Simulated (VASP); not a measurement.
All values below come from LDA (Ceperley-Alder, Perdew-Zunger), VASP's LDA PAW potentials (set 64) (plane waves; VASP 6.6.1).

VASP ran on this input.

**INCAR**
```
ALGO  =  Fast
EDIFF  =  1E-5
EDIFFG  =  -0.03
ENCUT  =  400
IBRION  =  2
ISIF  =  2
ISMEAR  =  0
LASPH  =  .TRUE.
LCHARG  =  .FALSE.
LMAXMIX  =  4
LREAL  =  .FALSE.
LWAVE  =  .FALSE.
NELM  =  100
NELMIN  =  4
NSW  =  20
PREC  =  Normal
SIGMA  =  0.05
SYSTEM  =  Bi2Te3
```

POSCAR:
```
Bi2Te3
1
    4.3595666992    -0.0000000000     0.0000000000
   -2.1797833497     3.7754952462    -0.0000000000
    0.0000000000    -0.0000000000    29.8661586642
Bi Te
6 9
Direct
  0.3333330000   0.6666670000   0.2666670000
  0.3333330000   0.6666670000   0.0666670000
  0.0000000000   0.0000000000   0.6000000000
  0.0000000000   0.0000000000   0.4000000000
  0.6666670000   0.3333330000   0.9333330000
  0.6666670000   0.3333330000   0.7333330000
  0.0000000000   0.0000000000   0.0000000000
  0.6666670000   0.3333330000   0.1233330000
  0.0000000000   0.0000000000   0.2100000000
  0.6666670000   0.3333330000   0.3333330000
  0.3333330000   0.6666670000   0.4566670000
  0.6666670000   0.3333330000   0.5433330000
  0.3333330000   0.6666670000   0.6666670000
  0.0000000000   0.0000000000   0.7900000000
  0.3333330000   0.6666670000   0.8766670000
```

### KPOINTS
```
Automatic
0
G
 8 8 1
```

POTCAR, in this order: Bi_d Te (LDA.64 set). Program: vasp_std.

Unless said otherwise, spin-orbit coupling is left out, though it shifts the bands of the heavy elements here.

Problem. Predict the energy per atom (σ→0), band gap (on the k-mesh).

Solution. 
The energy per atom (σ→0) comes out as -4.321 eV/atom and the band gap (on the k-mesh) is 0.14 eV.

**OSZICAR**
```
...
       N       E                     dE             d eps       ncg     rms          rms(c)
DAV:   1    -0.648113115997E+02    0.54491E-02   -0.30417E+00  1870   0.500E+00    0.232E-01
RMM:   2    -0.648169629136E+02   -0.56513E-02   -0.65295E-02  1930   0.125E+00    0.196E-01
RMM:   3    -0.648195483027E+02   -0.25854E-02   -0.27173E-02  2423   0.719E-01    0.130E-01
RMM:   4    -0.648196336402E+02   -0.85338E-04   -0.17278E-03  2190   0.176E-01    0.949E-02
RMM:   5    -0.648196452833E+02   -0.11643E-04   -0.38504E-04  2242   0.749E-02    0.525E-02
RMM:   6    -0.648196437402E+02    0.15431E-05   -0.68030E-05  1577   0.369E-02
   6 F= -.64819644E+02 E0= -.64819574E+02  d E =-.447999E-02
```

The compound is Bi2Te3 in the tetradymite structure. This run relaxes the ions in a fixed cell. Symmetry was kept, so distortions that lower it aren't found.
